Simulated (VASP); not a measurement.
CaI:

```
Ca I
1.0
     4.42773    0.00000    0.00000
    -2.21387    3.83453    0.00000
     0.00000    0.00000    5.95966
Ca I
1 1
Direct
  0.00000 0.00000 0.00000
  0.00000 0.00000 0.50000
```

The cell was built by a generator and needn't be a form met in nature.

| Property | Result |
| --- | --- |
| Program | VASP 6.6.1 |
| Task | single point |
| Functional | PBE |
| Potentials or basis | VASP PAW PBE potentials, release 64 (Ca_sv, I) |
| Cutoff | 520 eV |
| k mesh | 7 × 7 × 5 |
| Occupations | fermi-dirac, width 0.05 eV |
| Spin | no spin polarisation |

On this cell: pressure 0.0 GPa; largest force under 0.003 eV/Å; band gap on the k mesh none (metal or under the smearing width).

The same run follows on a disturbed copy (atoms moved at random, drawn with an rms of 0.05 Å):

```xyz
2
Lattice="4.4277 0.0000 0.0000 -2.2139 3.8345 0.0000 0.0000 0.0000 5.9597" Properties=species:S:1:pos:R:3 pbc="T T T"
Ca    0.0020   -0.0144   -0.0168
I     0.0534   -0.0084    2.9753
```

**Question.** What changes?

**Answer.** The energy (extrapolated to zero smearing) moves by +0.1 meV/atom; pressure 0.0 GPa; largest force 0.056 eV/Å; band gap on the k mesh none (metal or under the smearing width).

Forces in eV/Å, atoms in the order of the input:
```
Ca  -0.008 -0.001  0.055
I    0.008  0.001 -0.055
```

Caveats: an odd number of electrons without spin polarisation forces a metal; a magnetic or distorted state may lie lower.
